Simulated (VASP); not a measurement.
**Ag (Silver): convergence with the SCF solver and k-mesh**

A convergence test on Ag (Silver): the SCF solver and k-mesh. The series runs use r2SCAN. The SCF solver tried: ALGO = Normal; ALGO = Fast; ALGO = VeryFast; ALGO = All; ALGO = Damped; AMIX = 0.1, BMIX = 0.01; AMIX = 0.8; IMIX = 1, AMIX = 0.2. The k-mesh tried: 3 3 3; 4 4 4; 5 5 5; 6 6 6; 8 8 8; 11 11 11; 14 14 14; 17 17 17. The start is a cell from a database of measured crystal structures.

Main program and level: VASP 6.6.1; r2SCAN; plane waves and PAW (Ag).

Report form: the programs' logs are mostly left out.

## (1) Starting point

It takes space group Fm-3m (No. 225, cubic). Conventional cell: a = 4.085 Å, b = 4.085 Å, c = 4.085 Å, α = 90.00°, β = 90.00°, γ = 90.00°. Nearest to Ag lie 12 Ag at 2.89 Å.

## (2) SCF solver: ALGO = Normal

All solvers should reach one answer; they differ in cycles and robustness. r2SCAN adds the kinetic-energy density, costs more than a GGA and is run with LASPH.

INCAR reads:

```
SYSTEM = Ag
PREC = Accurate
ENCUT = 400
EDIFF = 1E-06
NELM = 100
ISMEAR = -1
SIGMA = 0.05
LREAL = .FALSE.
ALGO = Normal
METAGGA = R2SCAN
LASPH = .TRUE.
NBANDS = 11
LORBIT = 11
LWAVE = .FALSE.
LCHARG = .FALSE.
KPAR = 2
ISIF = 2
```

POSCAR reads:

```
Ag
1.0
    0.0000000000      2.0427500000      2.0427500000
    2.0427500000      0.0000000000      2.0427500000
    2.0427500000      2.0427500000      0.0000000000
Ag
1
Direct
    0.0000000000      0.0000000000      0.0000000000
```

KPOINTS reads:

```
Automatic mesh
0
Gamma
9 9 9
0 0 0
```

The projector-augmented-wave data sets are Ag (PBE family, release 64).

On the command line:

```sh
mpirun -np 2 vasp_std
```

Wall time 24 s (2 MPI ranks of Intel Xeon Platinum 8488C (Sapphire Rapids), shared host); peak memory 0.22 GiB; 34 s of CPU time.

This run has no spin polarisation. Its electron count is odd, so without a moment it is a metal by construction. The k-mesh is coarse for a metal. The PAW data sets were made with PBE, which is usual practice but a small mismatch for other functionals.

This step gave:

```
SCF cycles              : 13
electrons               : 11
bands                   : 11
irreducible k-points    : 35
symmetry operations     : 48
free energy (TOTEN)     : -21.38 eV
energy at zero smearing : -21.38 eV
Fermi energy            : 8.798 eV
pressure                : 1.117 GPa
metallic                : yes
```

The series starts at -21.3759 eV an atom and 1.12 GPa, after 13 cycles in 24 s.

## (3) SCF solver: ALGO = Fast

INCAR, as its differences from that of step 2:

```diff
@@ -8,3 +8,3 @@
 LREAL = .FALSE.
-ALGO = Normal
+ALGO = Fast
 METAGGA = R2SCAN
```

POSCAR is that of step 2.

KPOINTS is that of step 2.

On the command line:

```sh
mpirun -np 2 vasp_std
```

The job ended after 28 s (2 MPI ranks; peak memory 0.22 GiB; 41 s of CPU time).

Against the first of the series the energy stays within 0.01 meV an atom; the pressure moves by +0.16 GPa, after 14 cycles in 28 s.

## (4) SCF solver: ALGO = VeryFast

INCAR, as its differences from that of step 3:

```diff
@@ -8,3 +8,3 @@
 LREAL = .FALSE.
-ALGO = Fast
+ALGO = VeryFast
 METAGGA = R2SCAN
```

POSCAR is that of step 3.

KPOINTS is that of step 3.

On the command line:

```sh
mpirun -np 2 vasp_std
```

Elapsed: 31 s, on 2 MPI ranks; peak memory 0.22 GiB.

Against the first of the series the energy stays within 0.01 meV an atom; the pressure moves by -0.06 GPa, after 20 cycles in 31 s.

## (5) SCF solver: ALGO = All

INCAR, as its differences from that of step 4:

```diff
@@ -8,3 +8,3 @@
 LREAL = .FALSE.
-ALGO = VeryFast
+ALGO = All
 METAGGA = R2SCAN
```

POSCAR is that of step 4.

KPOINTS is that of step 4.

On the command line:

```sh
mpirun -np 2 vasp_std
```

The job ended after 30 s (2 MPI ranks; peak memory 0.23 GiB; 46 s of CPU time).

Against the first of the series the energy stays within 0.01 meV an atom; the pressure moves by -0.02 GPa, after 14 cycles in 30 s.

## (6) SCF solver: ALGO = Damped

INCAR, as its differences from that of step 5:

```diff
@@ -8,3 +8,3 @@
 LREAL = .FALSE.
-ALGO = All
+ALGO = Damped
 METAGGA = R2SCAN
```

POSCAR is that of step 5.

KPOINTS is that of step 5.

On the command line:

```sh
mpirun -np 2 vasp_std
```

Wall time 30 s (2 MPI ranks); peak memory 0.22 GiB.

Against the first of the series the energy stays within 0.01 meV an atom; the pressure moves by +0.10 GPa, after 20 cycles in 30 s.

## (7) SCF solver: AMIX = 0.1, BMIX = 0.01

INCAR, as its differences from that of step 6:

```diff
@@ -8,3 +8,3 @@
 LREAL = .FALSE.
-ALGO = Damped
+ALGO = Normal
 METAGGA = R2SCAN
@@ -17 +17,3 @@
 ISIF = 2
+AMIX = 0.1
+BMIX = 0.01
```

POSCAR is that of step 6.

KPOINTS is that of step 6.

On the command line:

```sh
mpirun -np 2 vasp_std
```

Run time: 28 s. Hardware: 2 MPI ranks; peak memory 0.22 GiB.

Against the first of the series the energy stays within 0.01 meV an atom; the pressure moves by +0.07 GPa, after 16 cycles in 28 s.

## (8) SCF solver: AMIX = 0.8

INCAR, as its differences from that of step 7:

```diff
@@ -17,3 +17,2 @@
 ISIF = 2
-AMIX = 0.1
-BMIX = 0.01
+AMIX = 0.8
```

POSCAR is that of step 7.

KPOINTS is that of step 7.

On the command line:

```sh
mpirun -np 2 vasp_std
```

Wall time 19 s (2 MPI ranks); peak memory 0.23 GiB.

Against the first of the series the energy stays within 0.01 meV an atom; the pressure moves by +0.02 GPa, after 13 cycles in 19 s.

## (9) SCF solver: IMIX = 1, AMIX = 0.2

INCAR, as its differences from that of step 8:

```diff
@@ -17,2 +17,3 @@
 ISIF = 2
-AMIX = 0.8
+IMIX = 1
+AMIX = 0.2
```

POSCAR is that of step 8.

KPOINTS is that of step 8.

On the command line:

```sh
mpirun -np 2 vasp_std
```

Elapsed: 51 s, on 2 MPI ranks; peak memory 0.22 GiB; 88 s of CPU time.

Against the first of the series the energy stays within 0.01 meV an atom and the pressure within 0.01 GPa, after 31 cycles in 51 s.

## (10) The SCF solver series as a table

This step: convergence of r2SCAN results with the solver; plane waves and PAW (VASP 6.6.1).

Derived from the runs above.

Differences are taken from the run with ALGO = Normal. Results of the series, by row:

```tsv
setting	status	energy less the reference (meV/atom)	pressure (GPa)	SCF cycles	wall time (s)
ALGO = Normal	converged	0	1.117	13	24.1
ALGO = Fast	converged	-0.0022	1.277	14	28
ALGO = VeryFast	converged	-9.00e-5	1.053	20	31
ALGO = All	converged	-1.50e-4	1.098	14	30
ALGO = Damped	converged	6.70e-4	1.221	20	30
AMIX = 0.1, BMIX = 0.01	converged	-0.00125	1.192	16	28
AMIX = 0.8	converged	-1.00e-5	1.134	13	18.8
IMIX = 1, AMIX = 0.2	converged	0.00237	1.12	31	51.1
```

## (11) K-mesh: 3 3 3

This step: r2SCAN; plane waves and PAW (Ag) (VASP 6.6.1).

The sum over the zone converges with the mesh, fast for insulators and slowly for metals.

INCAR, as its differences from that of step 9:

```diff
@@ -17,3 +17 @@
 ISIF = 2
-IMIX = 1
-AMIX = 0.2
```

POSCAR is that of step 9.

KPOINTS reads:

```
Automatic mesh
0
Gamma
3 3 3
0 0 0
```

On the command line:

```sh
mpirun -np 2 vasp_std
```

It took 15 s on 2 MPI ranks; peak memory 0.22 GiB.

Numbers from this step:

```yaml
scf_cycles: 13
irreducible_k_points: 4
free_energy_toten: -21.70 eV
energy_at_zero_smearing: -21.69 eV
fermi_energy: 6.232 eV
pressure: -2.101 GPa
```

The series starts at -21.6928 eV an atom and -2.10 GPa, after 13 cycles in 15 s.

## (12) K-mesh: 4 4 4

INCAR is that of step 11.

POSCAR is that of step 11.

KPOINTS reads:

```
Automatic mesh
0
Gamma
4 4 4
0 0 0
```

On the command line:

```sh
mpirun -np 2 vasp_std
```

Elapsed: 14 s, on 2 MPI ranks; peak memory 0.22 GiB; 17 s of CPU time.

Against the run before the energy moves by +525.84 meV an atom and the pressure by +4.37 GPa, after 13 cycles in 14 s.

## (13) K-mesh: 5 5 5

INCAR is that of step 12.

POSCAR is that of step 12.

KPOINTS reads:

```
Automatic mesh
0
Gamma
5 5 5
0 0 0
```

On the command line:

```sh
mpirun -np 2 vasp_std
```

Run time: 14 s. Hardware: 2 MPI ranks; peak memory 0.22 GiB.

Against the run before the energy moves by -315.40 meV an atom and the pressure by -1.92 GPa, after 13 cycles in 14 s.

## (14) K-mesh: 6 6 6

INCAR is that of step 13.

POSCAR is that of step 13.

KPOINTS reads:

```
Automatic mesh
0
Gamma
6 6 6
0 0 0
```

On the command line:

```sh
mpirun -np 2 vasp_std
```

Run time: 17 s. Hardware: 2 MPI ranks; peak memory 0.22 GiB; 22 s of CPU time.

Against the run before the energy moves by +198.54 meV an atom and the pressure by +1.82 GPa, after 13 cycles in 17 s.

## (15) K-mesh: 8 8 8

INCAR is that of step 14.

POSCAR is that of step 14.

KPOINTS reads:

```
Automatic mesh
0
Gamma
8 8 8
0 0 0
```

On the command line:

```sh
mpirun -np 2 vasp_std
```

It took 20 s on 2 MPI ranks; peak memory 0.23 GiB.

Against the run before the energy moves by -42.56 meV an atom and the pressure by -0.20 GPa, after 13 cycles in 20 s.

## (16) K-mesh: 11 11 11

INCAR is that of step 15.

POSCAR is that of step 15.

KPOINTS reads:

```
Automatic mesh
0
Gamma
11 11 11
0 0 0
```

On the command line:

```sh
mpirun -np 2 vasp_std
```

The job ended after 24 s (2 MPI ranks; peak memory 0.23 GiB).

Against the run before the energy moves by -31.54 meV an atom and the pressure by -0.87 GPa, after 13 cycles in 24 s.

## (17) K-mesh: 14 14 14

INCAR is that of step 16.

POSCAR is that of step 16.

KPOINTS reads:

```
Automatic mesh
0
Gamma
14 14 14
0 0 0
```

On the command line:

```sh
mpirun -np 2 vasp_std
```

The job ended after 36 s (2 MPI ranks; peak memory 0.23 GiB).

Against the run before the energy moves by +1.85 meV an atom and the pressure by +0.28 GPa, after 13 cycles in 36 s.

## (18) K-mesh: 17 17 17

INCAR is that of step 17.

POSCAR is that of step 17.

KPOINTS reads:

```
Automatic mesh
0
Gamma
17 17 17
0 0 0
```

On the command line:

```sh
mpirun -np 2 vasp_std
```

The job ended after 61 s (2 MPI ranks; peak memory 0.25 GiB).

Against the run before the energy moves by +3.69 meV an atom and the pressure by +0.01 GPa, after 13 cycles in 61 s.

## (19) The k-mesh series as a table

This step: convergence of r2SCAN results with the mesh; plane waves and PAW (VASP 6.6.1).

Derived from the runs above.

Differences are taken from the run with 17 17 17. Results of the series, by row:

```tsv
setting	status	energy less the reference (meV/atom)	pressure (GPa)	SCF cycles	wall time (s)
3 3 3	converged	-340.4	-2.101	13	15.4
4 4 4	converged	185.4	2.269	13	14.2
5 5 5	converged	-130	0.3469	13	13.8
6 6 6	converged	68.55	2.163	13	17.2
8 8 8	converged	25.99	1.964	13	19.8
11 11 11	converged	-5.546	1.089	13	24
14 14 14	converged	-3.691	1.371	13	36
17 17 17	converged	0	1.377	13	61
```

## (20) Outcome

```
fewest SCF cycles                                                      : ALGO = Normal; AMIX = 0.8 (13)
most SCF cycles among converged runs                                   : IMIX = 1, AMIX = 0.2 (31)
spread of the pressure over the SCF solver                             : 0.224 GPa
spread of the energy over the SCF solver                               : 0.00457 meV/atom
k-mesh from which the energy stays within 10 meV/atom of the reference : 11 11 11
k-mesh from which the energy stays within 1 meV/atom of the reference  : none before the reference itself
k-mesh from which the pressure stays within 0.2 GPa of the reference   : 14 14 14
spread of the pressure over the k-mesh                                 : 4.37 GPa
spread of the energy over the k-mesh                                   : 526 meV/atom
```

All SCF solvers that converged agree within 0.05 meV an atom. The fastest converged run is AMIX = 0.8, at 19 s against 24 s; on a shared host such times are rough. Yet the pressure of ALGO = Fast is +0.16 GPa off: EDIFF tests the energy, which is second order in the error of the density, while the stress is first order. No run before the reference (17 17 17) settles within 1 meV an atom of it; the nearest step is off by -3.7 meV an atom, -0.01 GPa. The pressure holds within 0.2 GPa from 14 14 14 on. The energy swings above and below the reference, since the sum over k-points is not variational. A metal's Fermi surface slows this convergence. Differences are taken from the run with 17 17 17, which is itself not the exact limit. Forces vanish by symmetry in this cell, so the series can't test them. The runs at 3 3 3; 4 4 4; 5 5 5; 6 6 6 are over 30 meV an atom or 2 GPa off and describe the material poorly.

[Lines on the potential files, build, host, timing and source positions are cut from VASP's logs without a mark.]

[Logs are printed without paths, hosts, clocks, repeated set-up lines and the standing remarks that a program may print on its own settings, such as how far it seeks lower states.]

[Hosts, paths, dates, database ids (printed as entryN), source tags and the programs' standing remarks are cut or masked in the printed files.]

[A measured line is paired with the nearest computed mode of its activity, which favours agreement.]
